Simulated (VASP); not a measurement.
Calculation: PBE GGA, VASP's PBE PAW potentials (set 64) (plane waves; VASP 6.6.1).

VASP ran on this input.

File KPOINTS:
```
k-points along high-symmetry lines
15
Line-mode
Reciprocal
  0.000000   0.000000   0.000000 ! GAMMA
  0.500000   0.000000   0.500000 ! X

  0.500000   0.000000   0.500000 ! X
  0.625000   0.250000   0.625000 ! U

  0.375000   0.375000   0.750000 ! K
  0.000000   0.000000   0.000000 ! GAMMA

  0.000000   0.000000   0.000000 ! GAMMA
  0.500000   0.500000   0.500000 ! L

  0.500000   0.500000   0.500000 ! L
  0.500000   0.250000   0.750000 ! W

  0.500000   0.250000   0.750000 ! W
  0.500000   0.000000   0.500000 ! X
```

POSCAR:
```
Si
1
    0.0000000000     2.7342071091     2.7342071091
    2.7342071091     0.0000000000     2.7342071091
    2.7342071091     2.7342071091     0.0000000000
Si
2
Direct
  0.0000000000   0.0000000000   0.0000000000
  0.2500000000   0.2500000000   0.2500000000
```

INCAR:
```
LASPH  =  .TRUE.   ! aspherical one-centre terms
EDIFF  =  1E-7   ! SCF stop (eV)
PREC  =  Accurate
LWAVE  =  .FALSE.
LORBIT  =  11
SIGMA  =  0.05
SYSTEM  =  Si
LREAL  =  .FALSE.
NELM  =  100
ISMEAR  =  0   ! Gaussian
ALGO  =  Normal
GGA  =  PE
ENCUT  =  400   ! plane-wave cut-off (eV)
ICHARG  =  11
LCHARG  =  .FALSE.
```

POTCAR, in this order: Si (PBE.64 set). Program: vasp_std. Read from the step before: CHGCAR.

The run wrote:

**OSZICAR**
```
       N       E                     dE             d eps       ncg     rms          rms(c)
DAV:   1     0.532974978240E+01    0.53297E+01   -0.28381E+03  1440   0.615E+02
DAV:   2    -0.903486369563E+01   -0.14365E+02   -0.13662E+02  2200   0.714E+01
DAV:   3    -0.923113493837E+01   -0.19627E+00   -0.19627E+00  1968   0.104E+01
DAV:   4    -0.923198889199E+01   -0.85395E-03   -0.85395E-03  2392   0.639E-01
DAV:   5    -0.923199063290E+01   -0.17409E-05   -0.17409E-05  1912   0.200E-02
DAV:   6    -0.923199065242E+01   -0.19514E-07   -0.19514E-07  2392   0.137E-03
   1 F= -.92319907E+01 E0= -.92319907E+01  d E =-.243159E-14
```

File OUTCAR:
```
 val. band max:        5.6185018859   @ k =   0.0000   0.0000   0.0000

 cond. band min:       6.2299901538   @ k =   0.4286   0.0000   0.4286



 k-point     1 :       0.0000    0.0000    0.0000
  band No.  band energies     occupation
      1      -6.1976      2.00000
      2       5.6185      2.00000
      3       5.6185      2.00000
      4       5.6185      2.00000
      5       8.1755      0.00000
      6       8.1755      0.00000
      7       8.1755      0.00000
      8       8.7542      0.00000

 k-point     2 :       0.0357    0.0000    0.0357
  band No.  band energies     occupation
      1      -6.1757      2.00000
      2       5.4649      2.00000
      3       5.5277      2.00000
      4       5.5277      2.00000
      5       8.1217      0.00000
      6       8.2933      0.00000
      7       8.2933      0.00000
      8       8.9039      0.00000

 k-point     3 :       0.0714    0.0000    0.0714
  band No.  band energies     occupation
      1      -6.1099      2.00000
      2       5.0730      2.00000
      3       5.2959      2.00000
      4       5.2959      2.00000
      5       7.9725      0.00000
      6       8.6059      0.00000
      7       8.6059      0.00000
      8       9.2709      0.00000

 k-point     4 :       0.1071    0.0000    0.1071
  band No.  band energies     occupation
      1      -6.0005      2.00000
      2       4.5525      2.00000
      3       4.9934      2.00000
      4       4.9934      2.00000
      5       7.7569      0.00000
      6       9.0425      0.00000
      7       9.0425      0.00000
      8       9.6855      0.00000

 k-point     5 :       0.1429    0.0000    0.1429
  band No.  band energies     occupation
      1      -5.8477      2.00000
      2       3.9703      2.00000
      3       4.6686      2.00000
      4       4.6686      2.00000
      5       7.5063      0.00000
      6       9.5531      0.00000
      7       9.5531      0.00000
      8       9.9096      0.00000
...
```

The density is held fixed in this step, so its total energy and stress have no physical meaning.

The compound is Si in the diamond structure. It was relaxed first.
